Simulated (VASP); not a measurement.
Input:

```
ZnSe
1.0
    0.00000     2.71245     2.71245
    2.71245     0.00000     2.71245
    2.71245     2.71245     0.00000
Zn Se
1 1
Direct
  0.00000   0.00000   0.00000
  0.25000   0.25000   0.25000
```

Method: PBEsol GGA, VASP's PBE PAW potentials (set 64) (plane waves; VASP). Numerical set-up: 500 eV cut-off, 8×8×8 Γ-centred mesh, Gaussian smearing of 0.050 eV, potentials Zn Se.

What does the run give for the energy per atom (σ→0), pressure, band gap (on the k-mesh) with the smallest direct gap where there is one?

| Item | Value |
|---|---|
| band gap (on the k-mesh) | 1.72 eV |
| smallest direct gap (on the k-mesh) | 1.72 eV |
| energy per atom (σ→0) | -3.317 eV/atom |
| pressure | 9.93 GPa |

The absolute energy has meaning only against runs of the same code, potentials and settings.

The compound is ZnSe in the zinc blende structure. It was relaxed first under an external pressure of 10 GPa.
